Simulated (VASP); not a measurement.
```yaml
crystal:
  lattice:
    - [4.10803, 0.00000, 0.00000]
    - [0.00000, 4.10803, 0.00000]
    - [0.00000, 0.00000, 4.10803]
  atoms:
    - { symbol: K, position: [0.00000, 0.00000, 0.00000] }
    - { symbol: Zn, position: [0.50000, 0.50000, 0.50000] }
    - { symbol: F, position: [0.50000, 0.00000, 0.50000] }
    - { symbol: F, position: [0.00000, 0.50000, 0.50000] }
    - { symbol: F, position: [0.50000, 0.50000, 0.00000] }
```

Method: PBE GGA with D4 dispersion, VASP's PBE PAW potentials (set 64) (plane waves; VASP 6.6.1). Numerical set-up: 520 eV cut-off, Gaussian smearing of 0.050 eV, potentials K_sv Zn F.

Task: Give the energies of bands 9 to 22 at the high-symmetry points, in eV from the valence-band maximum.

Result: 
```
band      Γ      X      M      R
----  -----  -----  -----  -----
9     -3.81  -3.68  -5.01  -5.00
10    -3.81  -3.68  -4.27  -5.00
11    -3.33  -3.67  -3.72  -4.09
12    -3.33  -3.67  -3.72  -4.09
13    -3.33  -3.32  -3.37  -4.09
14    -3.02  -3.02  -2.45  -1.76
15    -3.02  -2.56  -2.08  -1.76
16    -1.79  -1.99  -2.08  -1.76
17    -1.79  -1.76  -1.93  -1.26
18    -1.79  -1.76  -1.61  -1.26
19    -1.61  -1.55  -1.61  -1.26
20    -1.61  -1.52  -1.27   0.00
21    -1.61  -1.52   0.00   0.00
22     3.69   6.35   7.85   8.48
```

The gap is indirect, 3.69 eV, from the valence maximum at R to the conduction minimum at Γ.

The compound is KZnF3 in the cubic perovskite structure. It was relaxed first.
